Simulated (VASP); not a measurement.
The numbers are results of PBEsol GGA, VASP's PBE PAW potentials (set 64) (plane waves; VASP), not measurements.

Input for VASP

### POSCAR
```
MgO
1.0
  0.0000000000   2.0086368012   2.0086368012
  2.0086368012   0.0000000000   2.0086368012
  2.0086368012   2.0086368012   0.0000000000
Mg O
1 1
Cart
  0.0000000000   0.0000000000   0.0000000000
  2.0086368012   2.0086368012   2.0086368012
```

### INCAR
```
# general
SYSTEM  = MgO
PREC    = Accurate
ENCUT   = 620
LREAL   = .FALSE.
LASPH   = .TRUE.

# electronic loop
EDIFF   = 1E-6
NELM    = 100
ALGO    = Normal

# smearing
ISMEAR  = 0
SIGMA   = 0.05

# functional
GGA     = PS

# ions
IBRION  = 2
NSW     = 40
ISIF    = 3
EDIFFG  = -0.02
PSTRESS = 300

# output
LWAVE   = .FALSE.
LCHARG  = .FALSE.
```

**KPOINTS**
```
Automatic mesh
0
Gamma
11 11 11
0 0 0
```

POTCAR, in this order: Mg O (PBE.64 set). Program: vasp_std.

The resulting files:

**OSZICAR**
```
       N       E                     dE             d eps       ncg     rms          rms(c)
DAV:   1     0.202339830235E+02    0.20234E+02   -0.55707E+03  1016   0.105E+03
DAV:   2    -0.133283731761E+02   -0.33562E+02   -0.32292E+02  1152   0.166E+02
DAV:   3    -0.137625303742E+02   -0.43416E+00   -0.43416E+00  1120   0.209E+01
DAV:   4    -0.137632305486E+02   -0.70017E-03   -0.70017E-03  1256   0.768E-01
DAV:   5    -0.137632311844E+02   -0.63585E-06   -0.63585E-06  1136   0.153E-02    0.690E+00
DAV:   6    -0.123474606485E+02    0.14158E+01   -0.80546E+00   896   0.210E+01    0.207E+00
DAV:   7    -0.123221426999E+02    0.25318E-01   -0.27426E-02   992   0.213E+00    0.126E+00
DAV:   8    -0.123091570680E+02    0.12986E-01   -0.13394E-02   944   0.187E+00    0.102E-01
DAV:   9    -0.123091522546E+02    0.48134E-05   -0.17945E-04  1256   0.121E-01    0.520E-02
DAV:  10    -0.123091843436E+02   -0.32089E-04   -0.26228E-05   936   0.607E-02    0.242E-03
DAV:  11    -0.123091841961E+02    0.14749E-06   -0.62038E-07   928   0.651E-03
   1 F= -.92742805E+01 E0= -.92742805E+01  d E =-.927428E+01
```

File OUTCAR:
```
------------------------ aborting loop because EDIFF is reached ----------------------------------------
  FORCE on cell =-STRESS in cart. coord.  units (eV):
  Direction    XX          YY          ZZ          XY          YZ          ZX
  --------------------------------------------------------------------------------------
  Total        3.0303992      3.0303992      3.0303992      0.0000000      0.0000000     -0.0000000
  in kB      299.5547357    299.5547357    299.5547357      0.0000000      0.0000000     -0.0000000
  external PRESSURE =      -0.4452643 kB  Pullay stress =     300.0000000 kB
  volume of cell :       16.21
      direct lattice vectors                 reciprocal lattice vectors
     0.000000000  2.008636801  2.008636801    -0.248925042  0.248925042  0.248925042
     2.008636801  0.000000000  2.008636801     0.248925042 -0.248925042  0.248925042
     2.008636801  2.008636801  0.000000000     0.248925042  0.248925042 -0.248925042
  FREE ENERGIE OF THE ION-ELECTRON SYSTEM (eV)
  ---------------------------------------------------
  free  energy   TOTEN  =       -12.3091841961 eV

  energy  without entropy=      -12.3091841961  energy(sigma->0) =      -12.30918420
  enthalpy is  TOTEN    =        -9.2742805037 eV   P V=        3.0349036925

 reached required accuracy - stopping structural energy minimisation
```
(Selected blocks of OUTCAR.)

The compound is MgO in the rock salt structure. It was relaxed first under an external pressure of 30 GPa.
